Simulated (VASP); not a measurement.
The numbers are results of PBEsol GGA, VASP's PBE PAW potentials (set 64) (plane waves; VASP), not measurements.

The input files of a VASP run:

POSCAR:
```
MnF2
1
    4.8475729963     0.0000000000     0.0000000000
    0.0000000000     4.8475729963     0.0000000000
    0.0000000000     0.0000000000     3.2880591791
Mn F
2 4
Direct
  0.0000000000   0.0000000000   1.0000000000
  0.5000000000   0.5000000000   0.5000000000
  0.3042902358   0.3042902358   0.0000000000
  0.8042902358   0.1957097642   0.5000000000
  0.1957097642   0.8042902358   0.5000000000
  0.6957097642   0.6957097642   0.0000000000
```

**KPOINTS**
```
Automatic mesh
0
Gamma
4 4 6
0 0 0
```

### INCAR
```
SYSTEM = MnF2
PREC = Accurate
ENCUT = 520
EDIFF = 1E-6
NELM = 100
ALGO = Normal
LREAL = .FALSE.
LASPH = .TRUE.
ISMEAR = 0
SIGMA = 0.05
GGA = PS
LMAXMIX = 4
ISPIN = 2
MAGMOM = 5.0 -5.0 0.0 0.0 0.0 0.0
LORBIT = 10
LWAVE = .FALSE.
LCHARG = .FALSE.
IBRION = 2
ISIF = 3
NSW = 60
EDIFFG = -0.02
```

POTCAR, in this order: Mn_pv F (PBE.64 set). Program: vasp_std.

What does the run give for the energy per atom (σ→0), cell moment, volume per atom, band gap (on the k-mesh)?

- energy per atom (σ→0): -6.793 eV/atom
- cell moment: 0.00 μB
- band gap (on the k-mesh): 2.05 eV
- volume per atom: 12.84 Å³/atom

### OSZICAR
```
...
       N       E                     dE             d eps       ncg     rms          rms(c)
DAV:   1    -0.407624748194E+02   -0.19449E-02   -0.25591E-01  3152   0.397E+00    0.404E-01
DAV:   2    -0.407609204751E+02    0.15543E-02   -0.10215E-02  3168   0.791E-01    0.237E-01
DAV:   3    -0.407608543252E+02    0.66150E-04   -0.67805E-04  3624   0.224E-01    0.977E-02
DAV:   4    -0.407608095940E+02    0.44731E-04   -0.39209E-05  3752   0.499E-02    0.579E-02
DAV:   5    -0.407607945555E+02    0.15038E-04   -0.20473E-05  3848   0.394E-02    0.171E-02
DAV:   6    -0.407607951071E+02   -0.55160E-06   -0.29721E-06  2920   0.144E-02
   3 F= -.40760795E+02 E0= -.40760795E+02  d E =-.687935E-03  mag=    -0.0000
```

The compound is MnF2 in the rutile structure. This run relaxes it. Symmetry was kept, so distortions that lower it aren't found. The start is the result of an earlier pass.
